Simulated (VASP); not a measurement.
# NiC (Pm-3m) in VASP: settings compared

The runs below take NiC through single point, with PBE, PBE+U.

All numbers are computed with VASP 6.6.1; they aren't measurements. Logs are shortened: lines on timing, memory, paths and dates and some standing lists are left out, and cuts for length are marked.

## Step 1: The structure

Symmetry: Pm-3m, No. 221, cubic system. Conventional cell: a = 3.199 Å, b = 3.199 Å, c = 3.199 Å, α = 90.00°, β = 90.00°, γ = 90.00°. Ni (site symmetry m-3m) is surrounded by 8 C at 2.77 Å. C (site symmetry m-3m) has 8 Ni at 2.77 Å as nearest neighbours.

The cell was built by a generator and needn't be a form met in nature.

## Step 2: Single point, PBE

INCAR

```
SYSTEM = NiC
ALGO     = Normal         ! electronic algorithm
EDIFF    = 1E-7           ! SCF threshold, eV
ENCUT    = 520            ! plane-wave cutoff, eV
GGA      = PE             ! functional
ISIF     = 2              ! what is computed and relaxed
ISMEAR   = 0              ! smearing method
LASPH    = .True.         ! aspherical terms in the spheres
LCHARG   = .False.        ! write CHGCAR
LREAL    = .False.        ! projectors in reciprocal space
LWAVE    = .False.        ! write WAVECAR
NBANDS   = 14             ! bands
NELM     = 100            ! most SCF steps
PREC     = Accurate       ! precision mode
SIGMA    = 0.1037         ! smearing width, eV
```

KPOINTS

```
k-points
0
Gamma
  6 6 6
  0 0 0
```

POSCAR

```
NiC
1.0
    3.1994790000      0.0000000000      0.0000000000
    0.0000000000      3.1994790000      0.0000000000
    0.0000000000      0.0000000000      3.1994790000
Ni C
1 1
Direct
    0.0000000000      0.0000000000      0.0000000000
    0.5000000000      0.5000000000      0.5000000000
```

Potentials or basis: VASP PAW PBE potentials, release 64 (Ni, C).

On the command line:

```console
$ cat potpaw_PBE.64/Ni/POTCAR potpaw_PBE.64/C/POTCAR > POTCAR
$ mpirun -np 1 vasp_std > vasp.out
```

OUTCAR:

```text
SYSTEM = NiC
   EDIFF = 1E-7
   ENCUT = 520
   GGA = PE
   ISIF = 2
   ISMEAR = 0
   LASPH = .True.
   LREAL = .False.
   NELM = 100
   PREC = Accurate

 ion  position               nearest neighbor table
   1  0.000  0.000  0.000-
   2  0.500  0.500  0.500-

  LATTYP: Found a simple cubic cell.
 ALAT       =     3.1994790000

  Lattice vectors:

 A1 = (   3.1994790000,   0.0000000000,   0.0000000000)
 A2 = (   0.0000000000,   3.1994790000,   0.0000000000)
 A3 = (   0.0000000000,   0.0000000000,   3.1994790000)

Analysis of symmetry for initial positions (statically):
=====================================================================
 Subroutine PRICEL returns:
 Original cell was already a primitive cell.

 Routine SETGRP: Setting up the symmetry group for a
 simple cubic supercell.

 Subroutine GETGRP returns: Found 48 space group operations
 (whereof 48 operations were pure point group operations)
 out of a pool of 48 trial point group operations.

The static configuration has the point symmetry O_h .

Analysis of symmetry for dynamics (positions and initial velocities):
=====================================================================
 Subroutine PRICEL returns:
 Original cell was already a primitive cell.

 Routine SETGRP: Setting up the symmetry group for a
 simple cubic supercell.

 Subroutine GETGRP returns: Found 48 space group operations
 (whereof 48 operations were pure point group operations)
 out of a pool of 48 trial point group operations.

The dynamic configuration has the point symmetry O_h .

 Subroutine INISYM returns: Found 48 space group operations
 (whereof 48 operations are pure point group operations),
 and found     1 'primitive' translations

----------------------------------------------------------------------------------------

                                     Primitive cell

  volume of cell :      32.7520

  direct lattice vectors                    reciprocal lattice vectors
     3.199479000  0.000000000  0.000000000     0.312550887  0.000000000  0.000000000
     0.000000000  3.199479000  0.000000000     0.000000000  0.312550887  0.000000000
     0.000000000  0.000000000  3.199479000     0.000000000  0.000000000  0.312550887

  length of vectors
     3.199479000  3.199479000  3.199479000     0.312550887  0.312550887  0.312550887

  position of ions in fractional coordinates (direct lattice)
     0.000000000  0.000000000  0.000000000
     0.500000000  0.500000000  0.500000000

  ion indices of the primitive-cell ions
   primitive index   ion index
                 1           1
                 2           2

----------------------------------------------------------------------------------------

 KPOINTS: k-points

Automatic generation of k-mesh.
 Grid dimensions read from file:
 generate k-points for:    6    6    6

 Generating k-lattice:

  Cartesian coordinates                     Fractional coordinates (reciprocal lattice)
     0.052091815  0.000000000  0.000000000     0.166666667  0.000000000  0.000000000
     0.000000000  0.052091815  0.000000000     0.000000000  0.166666667  0.000000000
     0.000000000  0.000000000  0.052091815     0.000000000  0.000000000  0.166666667

  Length of vectors
     0.052091815  0.052091815  0.052091815

  Shift w.r.t. Gamma in fractional coordinates (k-lattice)
     0.000000000  0.000000000  0.000000000

 Subroutine IBZKPT returns following result:
 ===========================================

 Found     20 irreducible k-points:

 Following reciprocal coordinates:
            Coordinates               Weight
  0.000000  0.000000  0.000000      1.000000
  0.166667  0.000000  0.000000      6.000000
  0.333333  0.000000  0.000000      6.000000
  0.500000  0.000000  0.000000      3.000000
  0.166667  0.166667  0.000000     12.000000
  0.333333  0.166667  0.000000     24.000000
[... 12 lines left out ...]
  0.500000  0.500000  0.333333      6.000000
  0.500000  0.500000  0.500000      1.000000
   k-points           NKPTS =     20   k-points in BZ     NKDIM =     20   number of bands    NBANDS=     14
   number of dos      NEDOS =    301   number of ions     NIONS =      2
   total plane-waves  NPLWV =  13824
   dimension x,y,z NGX =    24 NGY =   24 NGZ =   24
   dimension x,y,z NGXF=    48 NGYF=   48 NGZF=   48
   ions per type =               1   1
   NGX,Y,Z   is equivalent  to a cutoff of  12.47, 12.47, 12.47 a.u.
   NGXF,Y,Z  is equivalent  to a cutoff of  24.94, 24.94, 24.94 a.u.
 SYSTEM =  NiC
   PREC   = accura    normal or accurate (medium, high low for compatibility)
   ISTART =      0    job   : 0-new  1-cont  2-samecut
   ICHARG =      2    charge: 1-file 2-atom 10-const
   ISPIN  =      1    spin polarized calculation?
   LNONCOLLINEAR =      F non collinear calculations
   LSORBIT =      F    spin-orbit coupling
   LASPH  =      T    aspherical Exc in radial PAW
   ENCUT  =  520.0 eV  38.22 Ry    6.18 a.u.   5.95  5.95  5.95*2*pi/ulx,y,z
   NELM   =    100;   NELMIN=  2; NELMDL= -5     # of ELM steps
   EDIFF  = 0.1E-06   stopping-criterion for ELM
   LREAL  =      F    real-space projection
   EDIFFG = 0.1E-05   stopping-criterion for IOM
   NSW    =      0    number of steps for IOM
   IBRION =     -1    ionic relax: 0-MD 1-quasi-New 2-CG
   NFREE  =      0    steps in history (QN), initial steepest desc. (CG)
   ISIF   =      2    stress and relaxation
   ISYM   =      2    0-nonsym 1-usesym 2-fastsym
   POTIM  = 0.5000    time-step for ionic-motion
   TEBEG  =    0.0;   TEEND  =   0.0 temperature during run
   PSTRESS=    0.0 pullay stress
   NELECT =      14.0000    total number of electrons
   NUPDOWN=      -1.0000    fix difference up-down
   EMIN   =  10.00;   EMAX   =-10.00  energy-range for DOS
   EFERMI =   0.00;   METHOD = LEGACY
   ISMEAR =     0;   SIGMA  =   0.10  broadening in eV -4-tet -1-fermi 0-gaus
   EFERMI_NEDOS =   21; number of points for ismear=-14 and -15
   IALGO  =     38    algorithm
   IMIX   =      4    mixing-type and parameters
     AMIX     =   0.40;   BMIX     =  1.00
     AMIX_MAG =   1.60;   BMIX_MAG =  1.00
  volume/ion in A,a.u.               =      16.38       110.51
  Fermi-wavevector in a.u.,A,eV,Ry     =   1.233213  2.330435 20.691949  1.520815
  Thomas-Fermi vector in A             =   2.367953
   LORBIT       =      0    0 simple, 1 ext, 2 COOP (PROOUT), +10 PAW based schemes
   GGA     = PE    functional components
   LHFCALC =     F    Hartree Fock is set to
   AEXX    =    0.0000 exact exchange contribution
   IVDW    =     0    specifies the selected vdW correction
   LEPSILON=     F    determine dielectric tensor
   LRPA    =     F    only Hartree local field effects (RPA)
 non-spin polarized calculation
 Gauss-broadening in eV      SIGMA  =   0.10
  energy-cutoff  :      520.00
  volume of cell :       32.75
 maximum number of plane-waves:       912
 NGX is ok and might be reduce to    24
   NGX = 11   NGY = 11   NGZ = 11

 number of electron      13.9999970 magnetization

 Free energy of the ion-electron system (eV)
  ---------------------------------------------------
  ext. energy  EPLUGINS =         0.00000000
  ---------------------------------------------------
  free energy    TOTEN  =        -8.45234329 eV

  energy without entropy =       -8.42772217  energy(sigma->0) =       -8.44003273

 E-fermi :   2.2051     XC(G=0): -10.0486

 val. band max:        2.2022324317   @ k =   0.1667   0.1667   0.1667
 cond. band min:       2.2691214163   @ k =   0.1667   0.1667   0.0000
 fundamental gap:      0.0668889846
 Fermi energy:         2.2051259923

 k-point     1 :       0.0000    0.0000    0.0000
  band No.  band energies     occupation
      1      -7.8839      2.00000
      2       1.0523      2.00000
      3       1.0523      2.00000
      4       1.7975      2.00000
      5       1.7975      2.00000
      6       1.7975      2.00000
      7       3.2790      0.00000
      8       3.2790      0.00000
      9       3.2790      0.00000
     10       4.4899      0.00000
     11      13.7090      0.00000
     12      13.7090      0.00000
     13      16.3572      0.00000
     14      16.3572      0.00000

 k-point     2 :       0.1667    0.0000    0.0000
  band No.  band energies     occupation
      1      -7.6291      2.00000
      2       0.7561      2.00000
      3       1.0829      2.00000
      4       1.5949      2.00000
      5       1.5949      2.00000
      6       1.8045      2.00000
      7       2.0739      1.92657
      8       3.6106      0.00000
      9       3.6106      0.00000
     10       5.7133      0.00000
     11      12.7710      0.00000
     12      13.9705      0.00000
     13      15.9046      0.00000
     14      15.9046      0.00000

 k-point     3 :       0.3333    0.0000    0.0000
  band No.  band energies     occupation
      1      -6.9955      2.00000
      2      -0.8350      2.00000
      3       1.1447      2.00000
      4       1.3108      2.00000
      5       1.3108      2.00000
      6       1.8186      2.00000
      7       1.9961      1.99563
      8       4.1827      0.00000
      9       4.1827      0.00000
     10       7.0933      0.00000
     11      10.7325      0.00000
     12      14.7299      0.00000
     13      14.9155      0.00000
     14      14.9155      0.00000
[... 256 lines left out ...]
 k-point    19 :       0.5000    0.5000    0.3333
  band No.  band energies     occupation
      1      -5.1388      2.00000
      2      -0.0278      2.00000
      3      -0.0278      2.00000
      4       0.4294      2.00000
      5       1.8106      2.00000
      6       2.0330      1.98111
      7       2.9866      0.00000
      8       2.9866      0.00000
      9       3.7061      0.00000
     10       6.4029      0.00000
     11       8.7170      0.00000
     12       8.7170      0.00000
     13      11.5632      0.00000
     14      18.6520      0.00000

 k-point    20 :       0.5000    0.5000    0.5000
  band No.  band energies     occupation
      1      -4.8612      2.00000
      2      -0.1055      2.00000
      3      -0.1055      2.00000
      4      -0.1055      2.00000
      5       2.0362      1.97877
      6       2.0362      1.97877
      7       3.6319      0.00000
      8       3.6319      0.00000
      9       3.6319      0.00000
     10       7.6401      0.00000
     11       7.6401      0.00000
     12       7.6401      0.00000
     13       9.2890      0.00000
     14      19.7339      0.00000

------------------------ aborting loop because EDIFF is reached ----------------------------------------

  FORCE on cell =-STRESS in cart. coord.  units (eV):
  Direction    XX          YY          ZZ          XY          YZ          ZX
  --------------------------------------------------------------------------------------
  -------------------------------------------------------------------------------------
  Total       -6.7572135     -6.7572135     -6.7572135      0.0000000     -0.0000000      0.0000000
  in kB     -330.5524893   -330.5524893   -330.5524893      0.0000000     -0.0000000      0.0000000
  external PRESSURE =    -330.5524893 kB  Pullay stress =       0.0000000 kB

 VOLUME and BASIS-vectors are now :
 -----------------------------------------------------------------------------
  energy-cutoff  :      520.00
  volume of cell :       32.75
      direct lattice vectors                 reciprocal lattice vectors
     3.199479000  0.000000000  0.000000000     0.312550887  0.000000000  0.000000000
     0.000000000  3.199479000  0.000000000     0.000000000  0.312550887  0.000000000
     0.000000000  0.000000000  3.199479000     0.000000000  0.000000000  0.312550887

 POSITION                                       TOTAL-FORCE (eV/Angst)
 -----------------------------------------------------------------------------------
      0.00000      0.00000      0.00000         0.000000      0.000000      0.000000
      1.59974      1.59974      1.59974         0.000000      0.000000      0.000000
 -----------------------------------------------------------------------------------
    total drift:                                0.000000      0.000000     -0.000000

  FREE ENERGIE OF THE ION-ELECTRON SYSTEM (eV)
  ---------------------------------------------------
  free  energy   TOTEN  =        -8.4523432870 eV

  energy  without entropy=       -8.4277221692  energy(sigma->0) =       -8.44003273
```

Wall time 32 s (1 thread of AMD EPYC, shared host); peak memory 0.1 GiB.

Results:

```
Free energy            : -8.4523 eV
Pressure               : -33.1 GPa
Band gap on the k mesh : none (metal or under the smearing width)
```

Levels at points of the mesh, in eV from the Fermi level:
```csv
k point,band 5,band 6,band 7,band 8,band 9,band 10
"(0.00, 0.00, 0.00)",-0.41,-0.41,1.07,1.07,1.07,2.28
"(0.50, 0.00, 0.00)",-1.01,-0.38,-0.07,2.25,2.25,6.38
"(0.50, 0.50, 0.00)",-0.62,-0.62,-0.43,-0.18,1.99,3.08
"(0.50, 0.50, 0.50)",-0.17,-0.17,1.43,1.43,1.43,5.43
```

Caveat: a pressure of tens of GPa on the cell as given is suspect, and the run, the potentials or the cell itself is likely at fault. Spin polarisation is off, so any magnetic state and its effect on volume and gap are missing.

## Step 3: Single point, PBE

INCAR

```
PREC     = Accurate       # precision mode
ENCUT    = 520            # plane-wave cutoff, eV
EDIFF    = 1E-6           # SCF threshold, eV
ISMEAR   = 0              # smearing method
SIGMA    = 0.1037         # smearing width, eV
LREAL    = F              # projectors in reciprocal space
LASPH    = T              # aspherical terms in the spheres
NELM     = 80             # most SCF steps
ALGO     = Normal         # electronic algorithm
ISIF     = 2              # what is computed and relaxed
LWAVE    = F              # write WAVECAR
LCHARG   = F              # write CHGCAR
GGA      = PE             # functional
NBANDS   = 14             # bands
```

KPOINTS

```
regular mesh
0
Gamma
  6 6 6
```

POSCAR is that of step 2.

Potentials or basis: VASP PAW PBE potentials, release 64 (Ni, C).

On the command line:

```console
$ cat potpaw_PBE.64/Ni/POTCAR potpaw_PBE.64/C/POTCAR > POTCAR
$ mpirun -np 1 vasp_std > vasp.out
```

Run time: 32 s. Hardware: 1 thread of AMD EPYC, shared host; peak memory 0.1 GiB.

It converged, with:

| Quantity | Value |
| --- | --- |
| Free energy | -8.4523 eV |
| Pressure | -33.2 GPa |
| Band gap on the k mesh | none (metal or under the smearing width) |

Levels at points of the mesh, in eV from the Fermi level:
```csv
k point,band 3,band 4,band 5,band 6,band 7,band 8,band 9,band 10,band 11,band 12
"(0.00, 0.00, 0.00)",-1.15,-0.41,-0.41,-0.41,1.07,1.07,1.07,2.28,11.50,11.50
"(0.50, 0.00, 0.00)",-1.03,-1.01,-1.01,-0.38,-0.07,2.25,2.25,6.38,6.62,12.20
"(0.50, 0.50, 0.00)",-1.85,-1.07,-0.62,-0.62,-0.43,-0.18,1.99,3.08,9.54,9.54
"(0.50, 0.50, 0.50)",-2.31,-2.31,-0.17,-0.17,1.43,1.43,1.43,5.43,5.43,5.43
```

Caveat: a pressure of tens of GPa on the cell as given is suspect, and the run, the potentials or the cell itself is likely at fault.

[end of part 1 of 2]
